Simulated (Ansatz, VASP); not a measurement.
# K5H118Cl5O59: VASP beside Ansatz

Aim: how closely do two programs agree when they are given the same cell, functional and k mesh? The cell is taken from a series of runs on this material, whose earlier steps may have relaxed, scaled, displaced or heated it; both programs get it as it stands.

Method: plane waves, with VASP 6.6.1 beside it; single point at PBE, in Ansatz 0.2.0.

### Step 1. The starting structure

The cell holds 187 atoms: 59 O, 118 H, 5 K and 5 Cl. Cell: a = 12.675 Å, b = 12.675 Å, c = 12.675 Å, α = 90.0°, β = 90.0°, γ = 90.0°.

### Step 2. VASP: single point, PBE

With cell and atoms fixed, the geometry can't cause a difference; cores, projectors, grids and the points listed under the comparison can.

Lines of VASP's logs that name or quote its potential files are left out, and so is its time.

INCAR reads:

```
SYSTEM = K5H118Cl5O59
PREC = Accurate
ENCUT = 520
EDIFF = 1E-06
NELM = 120
ISMEAR = 0
SIGMA = 0.01
LREAL = Auto
ALGO = Normal
GGA = PE
NBANDS = 406
LORBIT = 11
LWAVE = .FALSE.
LCHARG = .FALSE.
ISIF = 2
LASPH = .TRUE.
GGA_COMPAT = .FALSE.
EFERMI = MIDGAP
```

POSCAR reads:

```
K5H118Cl5O59
1.0
   12.6750100000      0.0000000000      0.0000000000
    0.0000000000     12.6750100000      0.0000000000
    0.0000000000      0.0000000000     12.6750100000
O H K Cl
59 118 5 5
Direct
    0.3123000000      0.6264000000      0.5483900000
    0.6658900000      0.0402600000      0.0279100000
    0.0739900000      0.9797900000      0.4141400000
    0.3770300000      0.0842000000      0.8230400000
    0.9243300000      0.4095100000      0.8279600000
    0.9598600000      0.1875400000      0.5182500000
    0.7893000000      0.5168700000      0.2055300000
    0.1097300000      0.8176400000      0.5827500000
    0.7620700000      0.7742000000      0.4709500000
    0.7734100000      0.4391700000      0.4100700000
    0.9272800000      0.0876900000      0.0242500000
    0.3498000000      0.1809700000      0.1501300000
    0.5020300000      0.1528200000      0.6416200000
    0.3148500000      0.9623000000      0.0875900000
    0.3729800000      0.7752000000      0.1706500000
    0.9318000000      0.7862200000      0.0900300000
    0.5966600000      0.0542800000      0.2773100000
    0.6405300000      0.1991500000      0.8271800000
    0.9777400000      0.2097400000      0.7400300000
    0.1653000000      0.6218300000      0.9616800000
    0.5475000000      0.7776400000      0.3652600000
    0.3834200000      0.4185600000      0.9867300000
    0.1448800000      0.2045100000      0.8700900000
    0.1514700000      0.2017200000      0.0775800000
    0.7719700000      0.2793500000      0.0089600000
    0.5348800000      0.5262600000      0.1907000000
    0.5179000000      0.2672100000      0.3798200000
    0.7592500000      0.2749900000      0.2823400000
    0.2817400000      0.8100800000      0.3562900000
    0.5896800000      0.8727600000      0.7012300000
[... 151 atom lines left out ...]
    0.9959800000      0.3301900000      0.0133800000
    0.6309300000      0.3503400000      0.5815900000
    0.4700300000      0.9706900000      0.4689000000
    0.2328800000      0.4417700000      0.8076400000
    0.0270000000      0.5408800000      0.1568100000
    0.9393500000      0.6085600000      0.4840600000
```

KPOINTS reads:

```
Automatic mesh
0
Gamma
1 1 1
0 0 0
```

Potentials, in the order of the species: O, H, K_sv and Cl (PBE family, release 64).

On the command line:

```bash
export OMP_NUM_THREADS=3
mpirun -np 1 vasp_gam
```

Numbers of over 12 decimals in the logs are rounded to 6 here.

The log of the run:

```text
[banner, memory and clock lines left out]
running    1 mpi-ranks, on    1 nodes
[...]
Offloading initialized ...    1 GPUs detected
[...]
LDA part: xc-table for (Slater+PW92), standard interpolation
 POSCAR, INCAR and KPOINTS ok, starting setup
[...]
entering main loop
       N       E                     dE             d eps       ncg     rms          rms(c)
DAV:   1     0.485151148869E+04    0.48515E+04   -0.29874E+05   836   0.128E+03
DAV:   2    -0.431525286362E+03   -0.52830E+04   -0.50591E+04  1018   0.328E+02
DAV:   3    -0.969187825604E+03   -0.53766E+03   -0.53334E+03  1032   0.109E+02
DAV:   4    -0.980949792089E+03   -0.11762E+02   -0.11717E+02   984   0.178E+01
[...]
DAV:  18    -0.893145866153E+03    0.74467E-05   -0.24311E-05   968   0.121E-02    0.567E-03
DAV:  19    -0.893145863613E+03    0.25408E-05   -0.43114E-06   936   0.811E-03    0.348E-03
DAV:  20    -0.893145863300E+03    0.31255E-06   -0.49934E-06   976   0.611E-03
   1 F= -.89314586E+03 E0= -.89314586E+03  d E =0.000000E+00
```

OUTCAR, selected parts (step 2):

```text
  FREE ENERGIE OF THE ION-ELECTRON SYSTEM (eV)
  ---------------------------------------------------
  free  energy   TOTEN  =      -893.1458633000 eV

  energy  without entropy=     -893.1458633000  energy(sigma->0) =     -893.14586330
```

The run ends at a pressure of -1.79 GPa, with forces up to 1.6 eV/Å.

### Step 3. Ansatz: single point, PBE

Ansatz runs on its default PAW (the set named soft_2) files.

The same cell, functional and mesh now go to Ansatz, which takes its cutoff from its data sets.

input.yaml reads:

```yaml
crystal:
  lattice:
    - [12.67501, 0.0, 0.0]
    - [0.0, 12.67501, 0.0]
    - [0.0, 0.0, 12.67501]
  atoms:
    - { symbol: O, position: [0.3123, 0.6264, 0.54839] }
    - { symbol: H, position: [0.32179, 0.68214, 0.60341] }
    - { symbol: H, position: [0.34383, 0.5587, 0.57383] }
    - { symbol: O, position: [0.66589, 0.04026, 0.02791] }
    - { symbol: H, position: [0.64366, 0.09696, 0.97776] }
    - { symbol: H, position: [0.7383, 0.01531, 0.00897] }
    - { symbol: O, position: [0.07399, 0.97979, 0.41414] }
    - { symbol: H, position: [0.14947, 0.96074, 0.40134] }
    - { symbol: H, position: [0.06638, 0.00976, 0.48672] }
    - { symbol: O, position: [0.37703, 0.0842, 0.82304] }
    - { symbol: H, position: [0.42091, 0.07697, 0.75787] }
    - { symbol: H, position: [0.30198, 0.09778, 0.80284] }
    - { symbol: O, position: [0.92433, 0.40951, 0.82796] }
    - { symbol: H, position: [0.95144, 0.47821, 0.80022] }
    - { symbol: H, position: [0.84546, 0.4096, 0.82591] }
    - { symbol: O, position: [0.95986, 0.18754, 0.51825] }
    - { symbol: H, position: [0.90682, 0.20673, 0.57343] }
    - { symbol: H, position: [0.02228, 0.23545, 0.52398] }
    - { symbol: O, position: [0.7893, 0.51687, 0.20553] }
    - { symbol: H, position: [0.77971, 0.47407, 0.2711] }
    - { symbol: H, position: [0.86626, 0.52896, 0.19304] }
    - { symbol: O, position: [0.10973, 0.81764, 0.58275] }
    - { symbol: H, position: [0.05424, 0.76599, 0.5609] }
    - { symbol: H, position: [0.07689, 0.88859, 0.59338] }
    - { symbol: O, position: [0.76207, 0.7742, 0.47095] }
    - { symbol: H, position: [0.71235, 0.76071, 0.4112] }
    - { symbol: H, position: [0.82561, 0.72807, 0.46321] }
    - { symbol: O, position: [0.77341, 0.43917, 0.41007] }
    - { symbol: H, position: [0.82784, 0.49161, 0.43269] }
    - { symbol: H, position: [0.7236, 0.42558, 0.46972] }
[... 151 atom lines left out ...]
    - { symbol: K, position: [0.99598, 0.33019, 0.01338] }
    - { symbol: Cl, position: [0.63093, 0.35034, 0.58159] }
    - { symbol: Cl, position: [0.47003, 0.97069, 0.4689] }
    - { symbol: Cl, position: [0.23288, 0.44177, 0.80764] }
    - { symbol: Cl, position: [0.027, 0.54088, 0.15681] }
    - { symbol: Cl, position: [0.93935, 0.60856, 0.48406] }
kpoints:
  mp_grid: { grid: [1, 1, 1] }
hamiltonian:
  xc: pbe
scf:
  occupations: { method: fixed }
output:
  forces: true
```

On the command line:

```bash
ansatz run input.yaml --threads 4 --pin off --max-ram 8192MiB --backend cpu --events-out ev --progress --plain --runs-dir out
```

The log of the run:

```text
Engine: ansatz 0.2.0, aarch64-unknown-linux-gnu
Pseudopotentials: kind: paw
Pseudopotential: O, paw, valence charge 6, recommended cutoff 420 eV (normal), O.paw.azcp
Pseudopotential: H, paw, valence charge 1, recommended cutoff 420 eV (normal), H.paw.azcp
Pseudopotential: K, paw, valence charge 9, recommended cutoff 420 eV (normal), K.paw.azcp
Pseudopotential: Cl, paw, valence charge 7, recommended cutoff 420 eV (normal), Cl.paw.azcp
Functional definition: PBE
  parameter kappa = 0.804
  parameter beta = 0.066725
  exchange = pbe_x(kappa = kappa, mu = beta*pi^2/3)
  correlation = pbe_c(beta = beta)
Crystal: 187 atoms, lattice volume = 2036.315 Å³
Basis set: ecut = 420 eV, 39607 PW (Γ), exchange–correlation on 180×180×180 points (8 copies of the dense FFT grid, shifted against one another)
Bands: 463, of which v1, the nominal top of the filled ones, is band 276 counted from 1 (275 counted from 0)
Symmetry: 1 space group operations
Space group: P1 (ITA 1), of the structure as read, at distance tolerance 1.3e-4 Å
k-points: 1
Non-local potential: O, projectors of the file, l = 0: 2, l = 1: 2, l = 2: 1
Non-local potential: H, projectors of the file, l = 0: 2, l = 1: 1
Non-local potential: K, projectors of the file, l = 0: 3, l = 1: 2, l = 2: 2
Non-local potential: Cl, projectors of the file, l = 0: 2, l = 1: 2, l = 2: 2
PAW form: soft (Blöchl's): semilocal exchange-correlation on the pseudo side does not see the compensation charge
PAW one-centre angular grid: O, 110 points (default); XC on 64 Gauss nodes
PAW one-centre angular grid: H, 110 points (default); XC on 64 Gauss nodes
PAW one-centre angular grid: K, 110 points (default); XC on 64 Gauss nodes
PAW one-centre angular grid: Cl, 110 points (default); XC on 64 Gauss nodes
Initial density: superposition of atomic densities (neutral atoms: chi_scale 0, normalization atom), corrected by the library's trained network
Initial wavefunctions: pseudopotential atomic-orbital guess
Functional: x = pbe(κ = 0.804, μ = 0.219515), c = pbe(β = 0.066725)
SCF iter   1: F=—  HF=-48478.561247 eV  |F-HF|=—  |Δ(HF+E_count)|=         —  Δρ=2.81e-3  dr2=2.39e-1  ethr=1.77e-3  ⟨swp⟩=5.0  Hψ=1468  notcnv=0  defer=185
preconditioner: auto → Resta (q_TF=auto, 2.195 Å⁻¹)  ε∞=2.2  [insulator: Δε(μ)=4.004 eV  Ē_g=17.355 eV  n_scr=364 (ndim 8)  ℏωp=19.2 eV  f_vac=0.228  ε∞_Penn≈2.2]
SCF iter   2: F=—  HF=-48478.445655 eV  |F-HF|=—  |Δ(HF+E_count)|=   1.16e-1  Δρ=1.40e-3  dr2=5.34e-2  ethr=4.32e-5  ⟨swp⟩=2.0  Hψ=606  notcnv=0  defer=185
SCF iter   3: F=—  HF=-48478.410558 eV  |F-HF|=—  |Δ(HF+E_count)|=   3.51e-2  Δρ=6.55e-4  dr2=1.36e-2  ethr=9.68e-6  ⟨swp⟩=3.0  Hψ=510  notcnv=0  defer=82
automatic band count: iteration 3 solves 360 bands in place of 463: the levels show a gap, and the empty bands left out lie too high to hold charge; the band table lists the bands solved (type scf.n_extra_bands for more)
SCF iter   4: F=—  HF=-48478.406100 eV  |F-HF|=—  |Δ(HF+E_count)|=   4.46e-3  Δρ=2.09e-4  dr2=9.83e-4  ethr=2.46e-6  ⟨swp⟩=3.0  Hψ=511  notcnv=0  defer=82
SCF iter   5: F=—  HF=-48478.406120 eV  |F-HF|=—  |Δ(HF+E_count)|=   2.03e-5  Δρ=8.25e-5  dr2=1.22e-4  ethr=1.78e-7  ⟨swp⟩=2.0  Hψ=503  notcnv=0  defer=82
SCF iter   6: F=—  HF=-48478.406127 eV  |F-HF|=—  |Δ(HF+E_count)|=   6.65e-6  Δρ=3.88e-5  dr2=2.17e-5  ethr=2.21e-8  ⟨swp⟩=2.0  Hψ=554  notcnv=0  defer=82
SCF iter   7: F=—  HF=-48478.406565 eV  |F-HF|=—  |Δ(HF+E_count)|=   4.38e-4  Δρ=8.68e-6  dr2=1.27e-6  ethr=3.93e-9  ⟨swp⟩=2.0  Hψ=634  notcnv=0  defer=77
SCF iter   8: F=—  HF=-48478.406566 eV  |F-HF|=—  |Δ(HF+E_count)|=   1.06e-6  Δρ=3.38e-6  dr2=1.98e-7  ethr=2.30e-10  ⟨swp⟩=2.0  Hψ=538  notcnv=0  defer=77
SCF iter   9: F=-48478.406566 eV  HF=-48478.406566 eV  |F-HF|=5.79e-9  |Δ(HF+E_count)|=   5.74e-8  Δρ=1.37e-6  dr2=3.03e-8  ethr=1.81e-11  ⟨swp⟩=4.0  Hψ=1108  notcnv=0
SCF 1 converged in 9 iterations: F = -48478.406566 eV  dr2 = 3.03e-8
  greatest PAW one-centre occupation: 0.987 electrons in one spin orbital (limit 2), on the K atom at site 179 (counted from 0), in its partial waves of l = 0
SCF converged after 9 iterations
Free energy (F): -48478.406566 eV
Harris-Foulkes:  -48478.406566 eV  (|F-HF|=5.79e-9)
Internal energy: -48478.406566 eV  (E = F + TS)
E sigma→0 (E₀):  -48478.406566 eV
Fermi energy:    -1.325488 eV
--- Per-component energies (eV) ---
  E_band       = -5135.616167
  E_kinetic    = 13984.933065
  E_local      = -41289.283014  (includes V_loc(G=0)·N_el)
  E_nonlocal   = 3238.936701
  E_hartree    = 14778.163558
  E_xc         = -6568.636900
  E_vxc        = -8280.533480  (∫ρ·V_xc dr)
  E_paw        = -16623.106293  (= ΣΔE_a)
  E_vpaw       = -2345.992285  (= ΣTr[D̂ρ^β])
  E_aug_tail   = 0.010284  (compensation charges beyond the density's cutoff)
  E_ewald      = -15999.423967
  E_smearing   = -0.000000  (= −TS)
  E_closure    = -0.000000  (closes the sum)
[...]
atom  23  H      0.70779070     0.85006594     0.29441544
  atom  24  H      0.01417551    -0.81389985     0.14347737
  atom  25  O     -0.10282762     0.11015891    -0.46002719
  atom  26  H      0.49346507     0.08899650     0.73842231
  atom  27  H     -0.56002700     0.22292194    -0.26910577
  atom  28  O      0.02595912     0.11785478     0.36110700
  atom  29  H     -0.33099905    -0.34270296     0.15115369
  atom  30  H      0.56452822     0.23522787    -0.38108765
  atom  31  O     -0.03488114    -0.39443964     0.03822678
  atom  32  H     -0.57266679     0.24063146    -0.70135101
  atom  33  H      0.67362409     0.44175463     0.47521040
  atom  34  O     -0.01402495    -0.50915365     1.08755508
  atom  35  H     -0.15557353     0.60140134     0.09526731
  atom  36  H      0.07844115    -0.13919453    -0.58773638
  atom  37  O     -0.14942485    -0.34768876    -0.41251958
  atom  38  H      0.32873397     0.65527626     0.56753312
  atom  39  H     -0.41716432    -0.63362722    -0.08743875
  atom  40  O     -0.36366484     0.61564091    -0.57310066
  atom  41  H     -0.31333903    -0.61669656    -0.80786186
  atom  42  H      0.63843367     0.05025770     1.27380625
  atom  43  O      0.18408947    -0.27606539    -0.91617800
  atom  44  H     -0.37687641    -0.01085602     1.07900749
  atom  45  H      0.12106947     0.46691989    -0.21175397
  atom  46  O      0.13212117     0.01832428     0.37741718
[...]
atom 180  K      0.05063564    -0.09284700     0.09736582
  atom 181  K      0.09358374    -0.13889359    -0.06917006
  atom 182  K     -0.04760630    -0.20232660     0.12567714
  atom 183  Cl     0.00164433     0.11709731    -0.03937990
  atom 184  Cl    -0.11997383     0.16076347     0.68365353
  atom 185  Cl    -0.00010109    -0.02136761    -0.20394255
  atom 186  Cl     0.26232462     0.25907423     0.06614438
  atom 187  Cl     0.14964140     0.08855342     0.11638762
  max |Σ_I F_I| component: 4.38e-5 eV/Å
```

Reading the cycles: dr2 is the Hartree energy of the density residual (eV), the measure of convergence; HF is the Harris–Foulkes estimate of the energy, which meets the free energy F at convergence.

### Step 4. Differences

Known differences besides the potentials themselves: fixed occupations in Ansatz, narrow Gaussian smearing in VASP; the cutoff is 420 eV in Ansatz and 520 eV in VASP (PREC = Accurate, projectors in real space). Total energies have different zeros and are not compared.

The two programs side by side:

| quantity | Ansatz | VASP | difference |
| --- | --- | --- | --- |
| gap on the k mesh (eV) | 3.734 | 3.702 | +0.032 |

Forces on 10 of the 187 atoms, those with the largest forces and the largest differences (eV/Å; atoms numbered as in POSCAR):

| atom | Ansatz x, y, z | VASP x, y, z |
| --- | --- | --- |
| H65 | 0.465, -0.515, -1.315 | 0.421, -0.483, -1.248 |
| H87 | 0.638, 0.050, 1.274 | 0.597, 0.030, 1.209 |
| H95 | 1.478, -0.101, 0.237 | 1.396, -0.096, 0.238 |
| H106 | -0.039, 0.056, 0.770 | -0.054, 0.051, 0.667 |
| H119 | 0.918, -1.079, 0.157 | 0.879, -1.011, 0.156 |
| H125 | -0.062, 1.006, -1.117 | -0.068, 0.946, -1.064 |
| H150 | 0.510, 1.326, 0.865 | 0.499, 1.254, 0.814 |
| H159 | 0.008, 0.564, -0.369 | -0.090, 0.517, -0.376 |
| H164 | -0.216, 0.228, 0.217 | -0.212, 0.133, 0.172 |
| H175 | -0.295, 1.296, -0.772 | -0.284, 1.237, -0.723 |

The forces differ by 42 meV/Å r.m.s., which is 8.5 % of the r.m.s. force of 0.494 eV/Å (both taken over all components). A gap on the mesh is an upper bound, since the band edges may lie between its points.

### Step 5. Results

```json
{
 "r.m.s. force difference (single point, PBE)": "8.5 % of the r.m.s. force"
}
```

What this shows: The r.m.s. force difference is 8.5 % of the r.m.s. force (single point, PBE), beyond the 3 % picked in this series as the mark of a large difference. What causes the difference of the single point, PBE pair stays open here. Such differences can come from data sets, numerical settings and the points named under the comparisons, not from the functional's error against experiment.

[Lines on the potential files, build, host, timing and source positions are cut from VASP's logs without a mark.]

[Logs are printed without paths, hosts, clocks, repeated set-up lines and the standing remarks that a program may print on its own settings, such as how far it seeks lower states.]

[Hosts, paths, dates, database ids (printed as entryN), source tags and the programs' standing remarks are cut or masked in the printed files.]
